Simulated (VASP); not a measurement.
Data:

```
RbCl
1.0
    0.00000     3.29000     3.29000
    3.29000     0.00000     3.29000
    3.29000     3.29000     0.00000
Rb Cl
1 1
Direct
  0.00000   0.00000   0.00000
  0.50000   0.50000   0.50000
```

Computed with G0W0 on PBE orbitals, VASP's PBE PAW potentials (set 64) (plane waves; VASP). Run with PREC = Normal, 500 eV cut-off, 4×4×4 Γ-centred mesh, Gaussian smearing of 0.010 eV, potentials Rb_sv_GW Cl_GW.

The mesh is coarse and the basis finite, so the quasiparticle values are not converged.

NBANDS = 64, ENCUTGW = 150 eV, NOMEGA = 64. The PBE levels (eV) that the step starts from are:

| state | KS energy | filling |
|---|---|---|
| k1 (0.00, 0.00, 0.00), band 5 | -9.25 | 2 |
| k1 (0.00, 0.00, 0.00), band 6 | -1.28 | 2 |
| k1 (0.00, 0.00, 0.00), band 7 | -1.28 | 2 |
| k1 (0.00, 0.00, 0.00), band 8 | -1.28 | 2 |
| k1 (0.00, 0.00, 0.00), band 9 | 3.72 | 0 |
| k1 (0.00, 0.00, 0.00), band 10 | 6.71 | 0 |
| k1 (0.00, 0.00, 0.00), band 11 | 6.71 | 0 |
| k1 (0.00, 0.00, 0.00), band 12 | 6.71 | 0 |
| k5 (0.50, 0.25, 0.00), band 5 | -9.29 | 2 |
| k5 (0.50, 0.25, 0.00), band 6 | -1.82 | 2 |
| k5 (0.50, 0.25, 0.00), band 7 | -1.56 | 2 |
| k5 (0.50, 0.25, 0.00), band 8 | -1.50 | 2 |
| k5 (0.50, 0.25, 0.00), band 9 | 5.81 | 0 |
| k5 (0.50, 0.25, 0.00), band 10 | 6.67 | 0 |
| k5 (0.50, 0.25, 0.00), band 11 | 8.55 | 0 |
| k5 (0.50, 0.25, 0.00), band 12 | 8.96 | 0 |
| k7 (0.50, 0.50, 0.00), band 5 | -9.35 | 2 |
| k7 (0.50, 0.50, 0.00), band 6 | -1.60 | 2 |
| k7 (0.50, 0.50, 0.00), band 7 | -1.38 | 2 |
| k7 (0.50, 0.50, 0.00), band 8 | -1.38 | 2 |
| k7 (0.50, 0.50, 0.00), band 9 | 4.93 | 0 |
| k7 (0.50, 0.50, 0.00), band 10 | 6.79 | 0 |
| k7 (0.50, 0.50, 0.00), band 11 | 8.44 | 0 |
| k7 (0.50, 0.50, 0.00), band 12 | 8.76 | 0 |

Q: Give the quasiparticle energies and renormalisation factors Z.

A: 
```
state                           QP energy (eV)     Z
------------------------------  --------------  ----
k1 (0.00, 0.00, 0.00), band 5           -11.76  0.82
k1 (0.00, 0.00, 0.00), band 6            -2.92  0.79
k1 (0.00, 0.00, 0.00), band 7            -2.92  0.79
k1 (0.00, 0.00, 0.00), band 8            -2.92  0.79
k1 (0.00, 0.00, 0.00), band 9             4.54  0.87
k1 (0.00, 0.00, 0.00), band 10            8.14  0.86
k1 (0.00, 0.00, 0.00), band 11            8.14  0.86
k1 (0.00, 0.00, 0.00), band 12            8.14  0.86
k5 (0.50, 0.25, 0.00), band 5           -11.79  0.82
k5 (0.50, 0.25, 0.00), band 6            -3.58  0.79
k5 (0.50, 0.25, 0.00), band 7            -3.27  0.79
k5 (0.50, 0.25, 0.00), band 8            -3.19  0.79
k5 (0.50, 0.25, 0.00), band 9             6.90  0.86
k5 (0.50, 0.25, 0.00), band 10            7.79  0.85
k5 (0.50, 0.25, 0.00), band 11           10.11  0.84
k5 (0.50, 0.25, 0.00), band 12           10.48  0.85
k7 (0.50, 0.50, 0.00), band 5           -11.88  0.82
k7 (0.50, 0.50, 0.00), band 6            -3.32  0.79
k7 (0.50, 0.50, 0.00), band 7            -3.05  0.79
k7 (0.50, 0.50, 0.00), band 8            -3.05  0.79
k7 (0.50, 0.50, 0.00), band 9             5.96  0.87
k7 (0.50, 0.50, 0.00), band 10            8.11  0.86
k7 (0.50, 0.50, 0.00), band 11            9.38  0.83
k7 (0.50, 0.50, 0.00), band 12           10.90  0.85
```
On the mesh the gap opens from 5.00 to 7.45 eV.

The compound is RbCl in the rock salt structure. The cell was not relaxed at this level.
